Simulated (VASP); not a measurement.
# A VASP study of TiC (AM05): structure first, properties next, part 3 of 5

Aim: relax TiC, then compute properties on the relaxed cell. The start is a cell from a database of measured crystal structures.

VASP 6.6.1; AM05; plane waves and PAW (Ti_sv, C).

So far. Step 5 (Band structure (AM05)): There is no gap at this level. Step 5 (Band structure (AM05)): Of the bands kept, 4 cross the Fermi level on this path.

The database entry behind the starting cell differs from later determinations by our own check (0.1 to 0.3 % short, probably kX units), so it need not match the best structure at ambient conditions.

**6. Total and projected DOS (AM05)**

Here the states are counted by energy and projected on the atoms. The mesh is finer than in the run before.

Input file INCAR:

```
SYSTEM = TiC
PREC = Accurate
ENCUT = 520
EDIFF = 1E-06
NELM = 100
ISMEAR = -5
SIGMA = 0.05
LREAL = .FALSE.
ALGO = Normal
GGA = AM
NBANDS = 20
LASPH = .TRUE.
LORBIT = 11
LWAVE = .FALSE.
LCHARG = .FALSE.
KPAR = 2
NEDOS = 2001
```

Input file POSCAR:

```
TiC
1.0
    0.0000000000      2.1447736535      2.1447736535
    2.1447736535      0.0000000000      2.1447736535
    2.1447736535      2.1447736535      0.0000000000
Ti C
1 1
Direct
    0.0000000000      0.0000000000      0.0000000000
    0.5000000000      0.5000000000      0.5000000000
```

Input file KPOINTS:

```
Automatic mesh
0
Gamma
11 11 11
0 0 0
```

The projector-augmented-wave data sets are Ti_sv and C (PBE family, release 64).

On the command line:

```bash
$ mpirun -np 2 vasp_std
```

The log of the run:

```text
[... set-up lines as in an earlier step ...]
 entering main loop
       N       E                     dE             d eps       ncg     rms          rms(c)
DAV:   1     0.122596661209E+03    0.12260E+03   -0.71567E+03  2264   0.961E+02
DAV:   2    -0.170613415247E+02   -0.13966E+03   -0.12924E+03  2308   0.275E+02
DAV:   3    -0.244165877164E+02   -0.73552E+01   -0.72145E+01  2772   0.623E+01
DAV:   4    -0.245831393595E+02   -0.16655E+00   -0.16630E+00  2560   0.906E+00
DAV:   5    -0.245859991315E+02   -0.28598E-02   -0.28596E-02  2624   0.110E+00    0.189E+01
DAV:   6    -0.199068849971E+02    0.46791E+01   -0.43893E+00  2992   0.418E+01    0.670E+00
DAV:   7    -0.193696250564E+02    0.53726E+00   -0.97906E-01  2760   0.142E+01    0.517E+00
DAV:   8    -0.193338597943E+02    0.35765E-01   -0.13520E-01  3012   0.471E+00    0.137E+00
DAV:   9    -0.193382387784E+02   -0.43790E-02   -0.38468E-02  2520   0.136E+00    0.989E-01
DAV:  10    -0.193352949313E+02    0.29438E-02   -0.26001E-03  2788   0.704E-01    0.694E-01
DAV:  11    -0.193333126816E+02    0.19822E-02   -0.17600E-03  2740   0.710E-01    0.373E-02
DAV:  12    -0.193333180980E+02   -0.54165E-05   -0.17696E-04  2380   0.121E-01    0.223E-02
DAV:  13    -0.193333339520E+02   -0.15854E-04   -0.51041E-06  2700   0.343E-02    0.104E-02
DAV:  14    -0.193333281473E+02    0.58047E-05   -0.17775E-06  2744   0.214E-02    0.355E-03
DAV:  15    -0.193333281998E+02   -0.52444E-07   -0.95595E-08  1260   0.289E-03
   1 F= -.19333328E+02 E0= -.19333328E+02  d E =0.000000E+00
 -----------------------------------------------------------------------------
|                                                                             |
|           W    W    AA    RRRRR   N    N  II  N    N   GGGG   !!!           |
|           W    W   A  A   R    R  NN   N  II  NN   N  G    G  !!!           |
|           W    W  A    A  R    R  N N  N  II  N N  N  G       !!!           |
|           W WW W  AAAAAA  RRRRR   N  N N  II  N  N N  G  GGG   !            |
|           WW  WW  A    A  R   R   N   NN  II  N   NN  G    G                |
|           W    W  A    A  R    R  N    N  II  N    N   GGGG   !!!           |
|                                                                             |
|     Tetrahedron method does not include variations of the Fermi             |
|     occupations, so forces and stress will be inaccurate. We suggest        |
|     using a different smearing scheme ISMEAR = 1 or 2 for metals in         |
|     relaxations.                                                            |
|                                                                             |
 -----------------------------------------------------------------------------
```

Run time: 12 s. Hardware: 2 MPI ranks of Intel Xeon Platinum 8375C at 2.90GHz (Ice Lake), shared host; peak memory 0.28 GiB; 23 s of CPU time.

OUTCAR, selected parts (step 6):

```text
   k-points           NKPTS =     56   k-points in BZ     NKDIM =     56   number of bands    NBANDS=     20

   NELECT =      16.0000    total number of electrons

 E-fermi :   9.6908

 k-point     1 :       0.0000    0.0000    0.0000
  band No.  band energies     occupation
      1     -46.4771      2.00000
      2     -22.6557      2.00000
      3     -22.6557      2.00000
      4     -22.6557      2.00000
      5      -2.8277      2.00000
      6      10.3276     -0.07775
      7      10.3276      0.00000
      8      10.3276      0.00000
      9      11.4061      0.00000
     10      11.4061      0.00000
    ...

  Total       -0.0082181     -0.0082181     -0.0082181      0.0000000      0.0000000      0.0000000
  in kB       -0.6672796     -0.6672796     -0.6672796      0.0000000      0.0000000      0.0000000
  external PRESSURE =      -0.6672796 kB  Pullay stress =       0.0000000 kB

 POSITION                                       TOTAL-FORCE (eV/Angst)
 -----------------------------------------------------------------------------------
      0.00000      0.00000      0.00000         0.000000      0.000000     -0.000000
      2.14477      2.14477      2.14477        -0.000000     -0.000000      0.000000
 -----------------------------------------------------------------------------------
    total drift:                                0.000000     -0.000000     -0.000000

  FREE ENERGIE OF THE ION-ELECTRON SYSTEM (eV)
  ---------------------------------------------------
  free  energy   TOTEN  =       -19.3333281998 eV

  energy  without entropy=      -19.3333281998  energy(sigma->0) =      -19.33332820

[... 6 parts as in an earlier step ...]

[... 10 further parts left out ...]
```

With tetrahedra the forces and stress of a metal are not exact derivatives of the energy.

Numbers from this step:

```
SCF cycles             : 15
irreducible k-points   : 56
Fermi energy           : 9.691 eV
pressure               : -0.06673 GPa
DOS at the Fermi level : 0.2274 states/eV/cell
```

The density of states has structure finer than the step of the table below, so its rows give means over 0.5 eV, whole bins alone (the curve runs from -12.0 to 1.74 eV). Peaks (eV: height): total -9.43: 2.12, -4.03: 1.40, -2.99: 2.81, -2.52: 3.25; Ti d -9.53: 0.224, -4.03: 0.277, -2.99: 0.959, -2.52: 1.22; C p -4.03: 0.345, -2.99: 0.682, -2.52: 0.870; Ti p -9.43: 0.136, -3.56: 0.135, -3.09: 0.193, -2.52: 0.0979; Ti s -10.09: 0.0443, -4.60: 0.0821, -2.52: 0.0206.

States under -12.0 eV and over 1.7 eV are left out. The density of states by energy, zero at the Fermi level; means over each step; values in states/eV/cell:

```csv
energy (eV),total,Ti d,C p,Ti p,Ti s,C s
-11.5,0.177,9.4e-4,0.00121,0.00585,0.0226,0.0635
-11.0,0.263,0.00380,0.00221,0.0122,0.0279,0.0980
-10.5,0.429,0.0166,0.00330,0.0229,0.0332,0.169
-10.0,1.03,0.103,0.00453,0.0463,0.0394,0.439
-9.5,1.64,0.165,0.00429,0.0991,0.0236,0.736
-9.0,0.332,0.0156,9.3e-4,0.0310,0.00338,0.151
-8.5,0,0,0,0,0,0
-8.0,0,0,0,0,0,0
-7.5,0,0,0,0,0,0
-7.0,0,0,0,0,0,0
-6.5,0,0,0,0,0,0
-6.0,0.0322,0.00574,0.00664,3.5e-4,0.00394,4.0e-4
-5.5,0.231,0.0424,0.0484,0.00436,0.0257,0.00345
-5.0,0.503,0.0984,0.109,0.0141,0.0471,0.00840
-4.5,0.980,0.203,0.225,0.0385,0.0726,0.0163
-4.0,1.20,0.232,0.293,0.0840,0.0568,0.0169
-3.5,0.796,0.147,0.198,0.0789,0.0173,0.00962
-3.0,2.25,0.725,0.541,0.139,0.00814,0.00745
-2.5,2.58,0.977,0.665,0.0808,0.0129,0.00613
-2.0,1.51,0.584,0.374,0.0479,0.00738,0.00453
-1.5,0.909,0.340,0.239,0.0315,0.00398,0.00299
-1.0,0.602,0.212,0.169,0.0244,0.00195,0.00170
-0.5,0.330,0.115,0.0932,0.0147,6.7e-4,6.6e-4
0.0,0.244,0.0992,0.0580,0.0105,5.1e-4,3.9e-4
0.5,0.422,0.215,0.0731,0.0134,0.00175,0.00118
1.0,0.692,0.428,0.0821,0.0126,0.00333,0.00238
```

The finer mesh and the other smearing move the Fermi level by +0.06 eV from the 8×8×8 run, one measure of the sampling error in the zero of the bands above. Of the states within 0.3 eV of the Fermi level, the largest shares in the PAW spheres are Ti d 41 % and C p 24 %. The rest lies in smaller channels or between the spheres.

**7. Volume scan with AM05**

An equation of state needs energies on both sides of the minimum, all on one mesh and cutoff.

Input file INCAR:

```
SYSTEM = TiC
PREC = Accurate
ENCUT = 520
EDIFF = 1E-06
NELM = 100
ISMEAR = 0
SIGMA = 0.05
LREAL = .FALSE.
ALGO = Normal
GGA = AM
NBANDS = 14
LASPH = .TRUE.
LORBIT = 11
LWAVE = .FALSE.
LCHARG = .FALSE.
KPAR = 2
ISIF = 2
```

Input file POSCAR:

```
TiC
1.0
    0.0000000000      2.1009904773      2.1009904773
    2.1009904773      0.0000000000      2.1009904773
    2.1009904773      2.1009904773      0.0000000000
Ti C
1 1
Direct
    0.0000000000      0.0000000000      0.0000000000
    0.5000000000      0.5000000000      0.5000000000
```

Input file KPOINTS:

```
Automatic mesh
0
Gamma
8 8 8
0 0 0
```

On the command line:

```bash
$ mpirun -np 2 vasp_std
```

The log of the run:

```text
[... set-up lines as in an earlier step ...]
 entering main loop
       N       E                     dE             d eps       ncg     rms          rms(c)
DAV:   1     0.120376152722E+03    0.12038E+03   -0.83371E+03   812   0.143E+03
DAV:   2    -0.167348068618E+02   -0.13711E+03   -0.12797E+03   854   0.353E+02
DAV:   3    -0.240338366905E+02   -0.72990E+01   -0.71511E+01  1024   0.812E+01
DAV:   4    -0.243434723151E+02   -0.30964E+00   -0.30949E+00  1074   0.150E+01
DAV:   5    -0.243476967681E+02   -0.42245E-02   -0.42243E-02  1060   0.165E+00    0.205E+01
DAV:   6    -0.196518006985E+02    0.46959E+01   -0.11325E+01  1150   0.600E+01    0.637E+00
DAV:   7    -0.192879175571E+02    0.36388E+00   -0.16755E+00   990   0.193E+01    0.583E+00
DAV:   8    -0.192627709895E+02    0.25147E-01   -0.14016E-01   958   0.544E+00    0.188E+00
DAV:   9    -0.192696340380E+02   -0.68630E-02   -0.47522E-02  1012   0.186E+00    0.930E-01
DAV:  10    -0.192675662328E+02    0.20678E-02   -0.59768E-03   998   0.110E+00    0.627E-01
DAV:  11    -0.192665016338E+02    0.10646E-02   -0.31062E-03   902   0.862E-01    0.473E-02
DAV:  12    -0.192664777684E+02    0.23865E-04   -0.15220E-04   908   0.183E-01    0.192E-02
DAV:  13    -0.192664712353E+02    0.65331E-05   -0.12428E-05  1078   0.540E-02    0.133E-02
DAV:  14    -0.192664700883E+02    0.11470E-05   -0.53116E-06   902   0.355E-02    0.388E-03
DAV:  15    -0.192664701468E+02   -0.58562E-07   -0.19622E-07   484   0.639E-03
   1 F= -.19266470E+02 E0= -.19266138E+02  d E =-.663846E-03
```

It took 14 s on 2 MPI ranks; peak memory 0.26 GiB; 26 s of CPU time.

From OUTCAR (step 7):

```text
   ENCUT  =  520.0 eV  38.22 Ry    6.18 a.u.   5.52  5.52  5.52*2*pi/ulx,y,z

   NELECT =      16.0000    total number of electrons

 E-fermi :  10.3740

 k-point     1 :       0.0000    0.0000    0.0000
  band No.  band energies     occupation
      1     -45.5442      2.00000
      2     -21.6800      2.00000
      3     -21.6800      2.00000
      4     -21.6800      2.00000
      5      -2.3529      2.00000
      6      11.0965      0.00000
      7      11.0965      0.00000
      8      11.0965      0.00000
      9      12.2472      0.00000
     10      12.2472      0.00000
    ...

  Total        2.1486372      2.1486372      2.1486372      0.0000000     -0.0000000      0.0000000
  in kB      185.5972035    185.5972035    185.5972035      0.0000000     -0.0000000      0.0000000
  external PRESSURE =     185.5972035 kB  Pullay stress =       0.0000000 kB

 POSITION                                       TOTAL-FORCE (eV/Angst)
 -----------------------------------------------------------------------------------
      0.00000      0.00000      0.00000        -0.000000     -0.000000      0.000000
      2.10099      2.10099      2.10099         0.000000      0.000000      0.000000
 -----------------------------------------------------------------------------------
    total drift:                                0.000000     -0.000000     -0.000000

  FREE ENERGIE OF THE ION-ELECTRON SYSTEM (eV)
  ---------------------------------------------------
  free  energy   TOTEN  =       -19.2664701468 eV

  energy  without entropy=      -19.2658063012  energy(sigma->0) =      -19.26613822

[... 4 parts as in an earlier step ...]

[... 12 further parts left out ...]
```

The scan keeps the cell's shape and the fractional positions fixed.

Numbers from this step:

```yaml
bands: 14
irreducible_k_points: 29
free_energy_toten: -19.27 eV
energy_at_zero_smearing: -19.27 eV
fermi_energy: 10.37 eV
pressure: 18.56 GPa
```

The pressure here is 18.56 GPa.

**8. Volume scan with AM05 (run 2)**

INCAR is that of step 7.

Input file POSCAR:

```
TiC
1.0
    0.0000000000      2.1157866724      2.1157866724
    2.1157866724      0.0000000000      2.1157866724
    2.1157866724      2.1157866724      0.0000000000
Ti C
1 1
Direct
    0.0000000000      0.0000000000      0.0000000000
    0.5000000000      0.5000000000      0.5000000000
```

KPOINTS is that of step 7.

On the command line:

```bash
$ mpirun -np 2 vasp_std
```

The log of the run:

```text
[... set-up lines as in an earlier step ...]
 entering main loop
       N       E                     dE             d eps       ncg     rms          rms(c)
DAV:   1     0.117181691354E+03    0.11718E+03   -0.80414E+03   812   0.140E+03
DAV:   2    -0.166308078630E+02   -0.13381E+03   -0.12651E+03   878   0.351E+02
DAV:   3    -0.241742465488E+02   -0.75434E+01   -0.73999E+01  1064   0.825E+01
DAV:   4    -0.244390079961E+02   -0.26476E+00   -0.26457E+00  1038   0.139E+01
DAV:   5    -0.244440675253E+02   -0.50595E-02   -0.50594E-02  1050   0.168E+00    0.200E+01
DAV:   6    -0.197322462915E+02    0.47118E+01   -0.11580E+01  1150   0.599E+01    0.639E+00
DAV:   7    -0.193319433083E+02    0.40030E+00   -0.17756E+00   998   0.198E+01    0.562E+00
DAV:   8    -0.193013226379E+02    0.30621E-01   -0.12956E-01   928   0.516E+00    0.222E+00
DAV:   9    -0.193069612239E+02   -0.56386E-02   -0.57920E-02   992   0.223E+00    0.890E-01
DAV:  10    -0.193051470856E+02    0.18141E-02   -0.70075E-03  1002   0.109E+00    0.628E-01
DAV:  11    -0.193038538931E+02    0.12932E-02   -0.37813E-03   896   0.982E-01    0.524E-02
DAV:  12    -0.193038181955E+02    0.35698E-04   -0.21677E-04   926   0.224E-01    0.158E-02
DAV:  13    -0.193038121656E+02    0.60300E-05   -0.13429E-05  1092   0.554E-02    0.706E-03
DAV:  14    -0.193038117040E+02    0.46158E-06   -0.28411E-06   914   0.241E-02
   1 F= -.19303812E+02 E0= -.19303468E+02  d E =-.686805E-03
```

Wall time 10 s (2 MPI ranks); peak memory 0.25 GiB.

From OUTCAR (step 8):

```text
   ENCUT  =  520.0 eV  38.22 Ry    6.18 a.u.   5.56  5.56  5.56*2*pi/ulx,y,z

   NELECT =      16.0000    total number of electrons

 E-fermi :  10.1189

 k-point     1 :       0.0000    0.0000    0.0000
  band No.  band energies     occupation
      1     -45.8650      2.00000
      2     -22.0167      2.00000
      3     -22.0167      2.00000
      4     -22.0167      2.00000
      5      -2.5191      2.00000
      6      10.8319      0.00000
      7      10.8319      0.00000
      8      10.8319      0.00000
      9      11.9570      0.00000
     10      11.9570      0.00000
    ...

  Total        1.3867331      1.3867331      1.3867331      0.0000000      0.0000000      0.0000000
  in kB      117.2891528    117.2891528    117.2891528      0.0000000      0.0000000      0.0000000
  external PRESSURE =     117.2891528 kB  Pullay stress =       0.0000000 kB

 POSITION                                       TOTAL-FORCE (eV/Angst)
 -----------------------------------------------------------------------------------
      0.00000      0.00000      0.00000        -0.000000     -0.000000     -0.000000
      2.11579      2.11579      2.11579         0.000000      0.000000      0.000000
 -----------------------------------------------------------------------------------
    total drift:                                0.000000     -0.000000     -0.000000

  FREE ENERGIE OF THE ION-ELECTRON SYSTEM (eV)
  ---------------------------------------------------
  free  energy   TOTEN  =       -19.3038117040 eV

  energy  without entropy=      -19.3031248987  energy(sigma->0) =      -19.30346830

[... 4 parts as in an earlier step ...]

[... 12 further parts left out ...]
```

Numbers from this step:

```
SCF cycles              : 14
free energy (TOTEN)     : -19.30 eV
energy at zero smearing : -19.30 eV
Fermi energy            : 10.12 eV
pressure                : 11.73 GPa
```

The pressure falls from 18.56 to 11.73 GPa.

The run ends at a pressure of 11.73 GPa.

**9. Volume scan with AM05 (run 3)**

INCAR is that of step 8.

Input file POSCAR:

```
TiC
1.0
    0.0000000000      2.1303787657      2.1303787657
    2.1303787657      0.0000000000      2.1303787657
    2.1303787657      2.1303787657      0.0000000000
Ti C
1 1
Direct
    0.0000000000      0.0000000000      0.0000000000
    0.5000000000      0.5000000000      0.5000000000
```

KPOINTS is that of step 8.

On the command line:

```bash
$ mpirun -np 2 vasp_std
```

The log of the run:

```text
[... set-up lines as in an earlier step ...]
 entering main loop
       N       E                     dE             d eps       ncg     rms          rms(c)
DAV:   1     0.121336680644E+03    0.12134E+03   -0.81227E+03   812   0.139E+03
DAV:   2    -0.165288841140E+02   -0.13787E+03   -0.12965E+03   866   0.357E+02
DAV:   3    -0.242387658323E+02   -0.77099E+01   -0.75354E+01  1056   0.839E+01
DAV:   4    -0.245151688125E+02   -0.27640E+00   -0.27629E+00   998   0.148E+01
[...]
DAV:  12    -0.193251230423E+02    0.31070E-04   -0.27562E-04   920   0.241E-01    0.105E-02
DAV:  13    -0.193251186003E+02    0.44420E-05   -0.12071E-05  1128   0.468E-02    0.447E-03
DAV:  14    -0.193251182859E+02    0.31439E-06   -0.17818E-06   820   0.200E-02
   1 F= -.19325118E+02 E0= -.19324739E+02  d E =-.758874E-03
```

Elapsed: 11 s, on 2 MPI ranks; peak memory 0.25 GiB; 21 s of CPU time.

Parts of OUTCAR (step 9):

```text
  Total        0.6684974      0.6684974      0.6684974      0.0000000      0.0000000      0.0000000
  in kB       55.3872530     55.3872530     55.3872530      0.0000000      0.0000000      0.0000000
  external PRESSURE =      55.3872530 kB  Pullay stress =       0.0000000 kB

 POSITION                                       TOTAL-FORCE (eV/Angst)
 -----------------------------------------------------------------------------------
      0.00000      0.00000      0.00000        -0.000000     -0.000000      0.000000
      2.13038      2.13038      2.13038         0.000000      0.000000     -0.000000
 -----------------------------------------------------------------------------------
    total drift:                                0.000000     -0.000000     -0.000000

  FREE ENERGIE OF THE ION-ELECTRON SYSTEM (eV)
  ---------------------------------------------------
  free  energy   TOTEN  =       -19.3251182859 eV

  energy  without entropy=      -19.3243594123  energy(sigma->0) =      -19.32473885

[... 1 part as in an earlier step ...]

[... 2 further parts left out ...]
[key lines of the parts left out:]
E-fermi :   9.8708
```

The pressure falls from 11.73 to 5.54 GPa.

The run ends at a pressure of 5.54 GPa.

**10. Volume scan with AM05 (run 4)**

INCAR is that of step 9.

Input file POSCAR:

```
TiC
1.0
    0.0000000000      2.1447736535      2.1447736535
    2.1447736535      0.0000000000      2.1447736535
    2.1447736535      2.1447736535      0.0000000000
Ti C
1 1
Direct
    0.0000000000      0.0000000000      0.0000000000
    0.5000000000      0.5000000000      0.5000000000
```

KPOINTS is that of step 9.

On the command line:

```bash
$ mpirun -np 2 vasp_std
```

The log of the run:

```text
[... set-up lines as in an earlier step ...]
 entering main loop
       N       E                     dE             d eps       ncg     rms          rms(c)
[... 14 cycles as in an earlier step ...]
   1 F= -.19331964E+02 E0= -.19331539E+02  d E =-.850373E-03
```

Elapsed: 8 s, on 2 MPI ranks; peak memory 0.25 GiB; 15 s of CPU time.

Parts of OUTCAR (step 10):

```text
[... 6 parts as in an earlier step ...]

[... 1 further part left out ...]
[key lines of the parts left out:]
E-fermi :   9.6285
```

The pressure falls from 5.54 to -0.05 GPa, so it vanishes between these two volumes.

[end of part 3 of 5]

[Lines on the potential files, build, host, timing and source positions are cut from VASP's logs without a mark.]

[Logs are printed without paths, hosts, clocks, repeated set-up lines and the standing remarks that a program may print on its own settings, such as how far it seeks lower states.]

[Hosts, paths, dates, database ids (printed as entryN), source tags and the programs' standing remarks are cut or masked in the printed files.]

[A measured line is paired with the nearest computed mode of its activity, which favours agreement.]
